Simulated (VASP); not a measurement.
Here is the system:

```xyz
1
Lattice="0.0000 1.9858 1.9858 1.9858 0.0000 1.9858 1.9858 1.9858 0.0000" Properties=species:S:1:pos:R:3 pbc="T T T"
Pd     0.0000     0.0000     0.0000
```

Computed with SCAN meta-GGA, VASP's PBE PAW potentials (set 64) (plane waves; VASP). Numerical set-up: 520 eV cut-off, 16×16×16 Γ-centred mesh, first-order Methfessel-Paxton smearing of 0.10 eV, potentials Pd.

**Question.** Give the stress tensor in GPa (positive for a compressed cell).

**Answer.** 
```
-9.77   0.00   0.00
 0.00  -9.77   0.00
 0.00   0.00  -9.77
```
The pressure is its mean diagonal, -9.77 GPa.

The compound is Pd in the fcc structure. This cell is one point of a volume scan, at 1.06 of the reference volume.
